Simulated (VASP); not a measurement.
All values below come from PBE0 hybrid, VASP's PBE PAW potentials (set 64) (plane waves; VASP).

Input for VASP

### KPOINTS
```
kpoints
0
Gamma
10 10 10
0 0 0
```

### INCAR
```
PRECFOCK = Fast
GGA = PE
LHFCALC = .True.
NELM = 60   # most electronic steps
EDIFF = 1E-6   # SCF stop (eV)
AEXX = 0.25
ISMEAR = 0   # Gaussian
ISYM = 3
ISIF = 2
LCHARG = .False.
LASPH = .True.   # aspherical one-centre terms
ALGO = Normal
HFRCUT = -1
ENCUT = 520   # plane-wave cut-off (eV)
LREAL = .False.
SIGMA = 0.05   # width (eV)
SYSTEM = BN
LWAVE = .False.
PREC = Accurate
```

### POSCAR
```
BN
1.7757130
  0.0000000000   1.0000000087   1.0000000087
  1.0000000087   0.0000000000   1.0000000087
  1.0000000087   1.0000000087   0.0000000000
B N
1 1
Cartesian
  0.0000000000   0.0000000000   0.0000000000
  0.5000000044   0.5000000044   0.5000000044
```

POTCAR, in this order: B N (PBE.64 set). Program: vasp_std. Read from the step before: WAVECAR.

The resulting files:

**OUTCAR**
```
 ion  position               nearest neighbor table
   1  0.000  0.000  0.000-   2 1.54   2 1.54   2 1.54   2 1.54
   2  0.250  0.250  0.250-   1 1.54   1 1.54   1 1.54   1 1.54
  LATTYP: Found a face centered cubic cell.
 ALAT       =     3.5514260310
 Subroutine PRICEL returns:
 Original cell was already a primitive cell.
 Subroutine GETGRP returns: Found 24 space group operations
The static configuration has the point symmetry T_d .
The dynamic configuration has the point symmetry T_d .
 Subroutine INISYM returns: Found 24 space group operations
 Subroutine IBZKPT returns following result:
 Found     47 irreducible k-points:

 Following reciprocal coordinates:
            Coordinates               Weight
  0.000000  0.000000  0.000000      1.000000
  0.100000  0.000000  0.000000      8.000000
  0.200000  0.000000  0.000000      8.000000
  0.300000  0.000000  0.000000      8.000000
  0.400000  0.000000  0.000000      8.000000
  0.500000  0.000000  0.000000      4.000000
  0.100000  0.100000  0.000000      6.000000
  0.200000  0.100000  0.000000     24.000000
  0.300000  0.100000  0.000000     24.000000
  0.400000  0.100000  0.000000     24.000000
  0.500000  0.100000  0.000000     24.000000
 -0.400000  0.100000  0.000000     24.000000
 -0.300000  0.100000  0.000000     24.000000
 -0.200000  0.100000  0.000000     24.000000
 -0.100000  0.100000  0.000000     12.000000
  0.200000  0.200000  0.000000      6.000000
  0.300000  0.200000  0.000000     24.000000
  0.400000  0.200000  0.000000     24.000000
  0.500000  0.200000  0.000000     24.000000
 -0.400000  0.200000  0.000000     24.000000
 -0.300000  0.200000  0.000000     24.000000
 -0.200000  0.200000  0.000000     12.000000
  0.300000  0.300000  0.000000      6.000000
  0.400000  0.300000  0.000000     24.000000
  0.500000  0.300000  0.000000     24.000000
 -0.400000  0.300000  0.000000     24.000000
 -0.300000  0.300000  0.000000     12.000000
  0.400000  0.400000  0.000000      6.000000
  0.500000  0.400000  0.000000     24.000000
 -0.400000  0.400000  0.000000     12.000000
  0.500000  0.500000  0.000000      3.000000
  0.300000  0.200000  0.100000     24.000000
  0.400000  0.200000  0.100000     48.000000
  0.500000  0.200000  0.100000     48.000000
 -0.400000  0.200000  0.100000     24.000000
  0.400000  0.300000  0.100000     24.000000
  0.500000  0.300000  0.100000     48.000000
 -0.400000  0.300000  0.100000     48.000000
 -0.300000  0.300000  0.100000     48.000000
 -0.200000  0.300000  0.100000     24.000000
 Subroutine IBZKPT_HF returns following result:
   k-points           NKPTS =     47   k-points in BZ     NKDIM =   1000   number of bands    NBANDS=      8
   number of dos      NEDOS =    301   number of ions     NIONS =      2
   total plane-waves  NPLWV =   8000
   dimension x,y,z NGX =    20 NGY =   20 NGZ =   20
   dimension x,y,z NGXF=    40 NGYF=   40 NGZF=   40
   ions per type =               1   1
   PREC   = accura    normal or accurate (medium, high low for compatibility)
   ISTART =      1    job   : 0-new  1-cont  2-samecut
   ICHARG =      0    charge: 1-file 2-atom 10-const
   ISPIN  =      1    spin polarized calculation?
   LNONCOLLINEAR =      F non collinear calculations
   LSORBIT =      F    spin-orbit coupling
   INIWAV =      1    electr: 0-lowe 1-rand  2-diag
   ENCUT  =  520.0 eV  38.22 Ry    6.18 a.u.   4.67  4.67  4.67*2*pi/ulx,y,z
   NELM   =     60;   NELMIN=  2; NELMDL=  0     # of ELM steps
   EDIFF  = 0.1E-05   stopping-criterion for ELM
   LREAL  =      F    real-space projection
   NLSPLINE    = F    spline interpolate recip. space projectors
...
```

**OSZICAR**
```
       N       E                     dE             d eps       ncg     rms          rms(c)
DAV:   1    -0.212527657248E+02   -0.21253E+02   -0.26307E-01  1040   0.562E+00    0.469E-01
DAV:   2    -0.212539290957E+02   -0.11634E-02   -0.19380E-03  1024   0.494E-01    0.299E-01
DAV:   3    -0.212534746572E+02    0.45444E-03   -0.47005E-04   912   0.185E-01    0.171E-01
DAV:   4    -0.212533649849E+02    0.10967E-03   -0.13920E-04   840   0.101E-01    0.968E-02
DAV:   5    -0.212533321896E+02    0.32795E-04   -0.26069E-05   872   0.515E-02    0.534E-02
DAV:   6    -0.212533220411E+02    0.10149E-04   -0.73370E-06   904   0.289E-02    0.290E-02
DAV:   7    -0.212533191136E+02    0.29275E-05   -0.18519E-06   800   0.152E-02    0.159E-02
DAV:   8    -0.212533182352E+02    0.87846E-06   -0.43580E-07   400   0.775E-03
   1 F= -.21253318E+02 E0= -.21253318E+02  d E =-.109413E-22
```

File OUTCAR:
```
------------------------ aborting loop because EDIFF is reached ----------------------------------------
  FORCE on cell =-STRESS in cart. coord.  units (eV):
  Direction    XX          YY          ZZ          XY          YZ          ZX
  --------------------------------------------------------------------------------------
  Total        1.1898530      1.1898530      1.1898530      0.0000000     -0.0000000      0.0000000
  in kB      170.2376357    170.2376357    170.2376357      0.0000000     -0.0000000      0.0000000
  external PRESSURE =     170.2376357 kB  Pullay stress =       0.0000000 kB
  volume of cell :       11.20
      direct lattice vectors                 reciprocal lattice vectors
     0.000000000  1.775713016  1.775713016    -0.281577032  0.281577032  0.281577032
     1.775713016  0.000000000  1.775713016     0.281577032 -0.281577032  0.281577032
     1.775713016  1.775713016  0.000000000     0.281577032  0.281577032 -0.281577032
  FREE ENERGIE OF THE ION-ELECTRON SYSTEM (eV)
  ---------------------------------------------------
  free  energy   TOTEN  =       -21.2533182352 eV

  energy  without entropy=      -21.2533182352  energy(sigma->0) =      -21.25331824

  exchange ACFDT corr.  =         0.00000000  see jH, gK, PRB 81, 115126
```
(Selected blocks of OUTCAR.)

The compound is BN in the zinc blende structure. This cell is one point of a volume scan, at 0.94 of the reference volume. The cell's shape comes from a PBE relaxation.
